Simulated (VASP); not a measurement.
These are PBE GGA, VASP's PBE PAW potentials (set 64) (plane waves; VASP) values and carry that method's errors.

VASP input:

**POSCAR**
```
MgS
1.0
  0.0000000000   2.6192450000   2.6192450000
  2.6192450000   0.0000000000   2.6192450000
  2.6192450000   2.6192450000   0.0000000000
Mg S
1 1
Cartesian
  0.0000000000   0.0000000000   0.0000000000
  2.6192450000   2.6192450000   2.6192450000
```

KPOINTS:
```
Automatic mesh
0
Gamma
7 7 7
0 0 0
```

INCAR:
```
ISMEAR = -1
PREC = Accurate
ISIF = 2
SYSTEM = MgS
ALGO = Normal   ! blocked Davidson
LASPH = .True.
GGA = PE
LWAVE = .False.
NELM = 100   ! most electronic steps
ENCUT = 300
LREAL = .False.
EDIFF = 1E-6   ! SCF stop (eV)
SIGMA = 0.02   ! width (eV)
LCHARG = .False.
```

KPOINTS_OPT:
```
k-points along high-symmetry lines
10
Line-mode
Reciprocal
  0.000000   0.000000   0.000000 ! GAMMA
  0.500000   0.000000   0.500000 ! X

  0.500000   0.000000   0.500000 ! X
  0.625000   0.250000   0.625000 ! U

  0.375000   0.375000   0.750000 ! K
  0.000000   0.000000   0.000000 ! GAMMA

  0.000000   0.000000   0.000000 ! GAMMA
  0.500000   0.500000   0.500000 ! L

  0.500000   0.500000   0.500000 ! L
  0.500000   0.250000   0.750000 ! W

  0.500000   0.250000   0.750000 ! W
  0.500000   0.000000   0.500000 ! X
```

POTCAR, in this order: Mg S (PBE.64 set). Program: vasp_std.

**Question.** Predict the energy per atom (σ→0), band gap (over mesh and band path).

**Answer.** 
| Quantity | Value |
|---|---|
| energy per atom (σ→0) | -4250 meV/atom |
| band gap (over mesh and band path) | 2.73 eV |

OSZICAR:
```
...
DAV:   9    -0.849979881704E+01    0.15818E-03   -0.47462E-04   400   0.170E-01    0.273E-01
DAV:  10    -0.849983942654E+01   -0.40610E-04   -0.14883E-04   424   0.791E-02    0.126E-02
DAV:  11    -0.849983753705E+01    0.18895E-05   -0.18752E-05   392   0.224E-02    0.127E-02
DAV:  12    -0.849983744992E+01    0.87139E-07   -0.38230E-07   208   0.528E-03
   1 F= -.84998374E+01 E0= -.84998374E+01  d E =-.184714E-10
       N       E                     dE             ncg
       N       E                     dE             ncg
       N       E                     dE             ncg
```

The structure comes from a computed database's MgS entry; how it stands against other phases isn't given here. The cell was not relaxed at this level.
